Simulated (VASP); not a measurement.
Given:

```yaml
crystal:
  lattice:
    - [-1.64192, 1.64192, 1.64192]
    - [1.64192, -1.64192, 1.64192]
    - [1.64192, 1.64192, -1.64192]
  atoms:
    - { symbol: Ta, position: [0.00000, 0.00000, 0.00000] }
```

Level of theory: PBEsol GGA, VASP's PBE PAW potentials (set 64) (plane waves; VASP 6.6.1). Run with 480 eV cut-off, 14×14×14 Γ-centred mesh, first-order Methfessel-Paxton smearing of 0.10 eV, potentials Ta_pv.

Each relaxation starts from this cell; other phases were not tried.

**Question.** The cell is relaxed at 10 GPa. What happens?

**Answer.** The volume per atom goes from 17.71 to 16.96 Å³ (-4.2 %), and the cell becomes a = b = c = 3.2371 Å, α = β = γ = 90.00°, space group Im-3m.

**Question.** The cell is relaxed at 15 GPa. What happens?

**Answer.** The volume per atom goes from 17.71 to 16.63 Å³ (-6.1 %), and the cell becomes a = b = c = 3.216 Å, α = β = γ = 90.00°, space group Im-3m.

Failed runs are left out, and for metals the shear rows, which the mesh's noise covers.

The compound is Ta in the bcc structure.
